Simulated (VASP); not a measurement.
Write the native input for VASP 6.6.1 that does the following.

* Task: single point
* Functional: PBE
* Potentials or basis: VASP PAW PBE potentials, release 64 (Sr_sv, B)
* Cutoff: 520 eV
* k mesh: 10 × 10 × 10
* Occupations: gaussian, width 0.1 eV
* Spin: no spin polarisation
* Dipole correction: no
* Further INCAR settings: ALGO = Fast; EDIFF = 1e-06; NBANDS = 24

The structure of Sr3B lies in POSCAR:

```
Sr3B
1.0
    0.0000000000      4.0437782890      4.0437782890
    4.0437782890      0.0000000000      4.0437782890
    4.0437782890      4.0437782890      0.0000000000
Sr B
3 1
Direct
    0.0000000000      0.0000000000      0.0000000000
    0.2500000000      0.2500000000      0.2500000000
    0.7500000000      0.7500000000      0.7500000000
    0.5000000000      0.5000000000      0.5000000000
```

The cell was built by a generator and needn't be a form met in nature.

The cell isn't the ideal one: random cell by space group and Wyckoff sites (Fm-3m, No. 225).

One way to write it, as run:

INCAR

```
SYSTEM = Sr3B
ALGO = Fast
EDIFF = 1E-6
ENCUT = 520
GGA = PE
ISIF = 2
ISMEAR = 0
LASPH = .True.
LCHARG = .True.
LELF = .True.
LREAL = .False.
LVHAR = .True.
LWAVE = .False.
NBANDS = 24
NELM = 80
PREC = Accurate
SIGMA = 0.1
```

KPOINTS

```
k-points
0
Gamma
  10 10 10
  0 0 0
```

Potentials or basis: VASP PAW PBE potentials, release 64 (Sr_sv, B).

The run is started by

```bash
$ cat potpaw_PBE.64/Sr_sv/POTCAR potpaw_PBE.64/B/POTCAR > POTCAR
$ mpirun -np 1 vasp_std > vasp.out
```

Results of the run:

```json
{
  "Pressure": "0.0 GPa",
  "Band gap on the k mesh": "none (metal or under the smearing width)"
}
```

Wall time 3.5 min on 1 thread of Intel(R) Xeon(R) Platinum 8559C (Emerald Rapids), with other jobs on the host, peak memory 0.39 GiB.
